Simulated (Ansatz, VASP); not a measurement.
**NbTe in VASP and in Ansatz**

```xyz
2
Lattice="0.0000 2.7087 2.7087 2.7087 0.0000 2.7087 2.7087 2.7087 0.0000" Properties=species:S:1:pos:R:3 pbc="T T T"
Nb    0.0000    0.0000    0.0000
Te    1.3544    1.3544    1.3544
```

Change from the starting cell: volume scaled by 0.68, PAW files.

Alike in both runs: task single point; functional LDA; k mesh 12 × 12 × 12; occupations fermi-dirac, width 0.1 eV; no spin polarisation.

|  | VASP | Ansatz |
| --- | --- | --- |
| version | VASP 6.6.1 | Ansatz 0.2.0 |
| potentials or method | VASP PAW LDA potentials, release 64 (Nb_sv, Te) | PAW with Ansatz's default frozen-core files, scalar-relativistic |
| plane-wave cutoff (eV) | 520 | 420 |
| valence electrons in the cell | 19 | 29 |

```tsv
	VASP	Ansatz	Ansatz less VASP
pressure (GPa)	70.5	70.5	+0.03
```

The two sets of potentials don't hold the same shells in valence.

Caveats: the cell as given lies far from equilibrium; so large a pressure means that the cell lies far from this level's equilibrium, or that cutoff or potentials fall short (VASP). Spin-orbit coupling is left out, which matters for the levels of Te.
